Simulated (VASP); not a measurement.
Input:

```yaml
crystal:
  lattice:
    - [0.00000, 2.02543, 2.02543]
    - [2.02543, 0.00000, 2.02543]
    - [2.02543, 2.02543, 0.00000]
  atoms:
    - { symbol: Ag, position: [0.00000, 0.00000, 0.00000] }
```

Calculation: PBEsol GGA, VASP's PBE PAW potentials (set 64) (plane waves; VASP). Settings: 480 eV cut-off, 14×14×14 Γ-centred mesh, first-order Methfessel-Paxton smearing of 0.10 eV, potentials Ag.

**Question.** What does the run give for the energy per atom (σ→0), band gap (on the k-mesh) with the smallest direct gap where there is one?

**Answer.** 
```
Quantity                                                    Result
------------------------  ----------------------------------------
band gap (on the k-mesh)  none (metal, semimetal or under 0.01 eV)
energy per atom (σ→0)                               -3.309 eV/atom
```

Only differences to runs with the same potentials and settings are physical.

The compound is Ag in the fcc structure. It was relaxed first. The start is the result of an earlier pass.
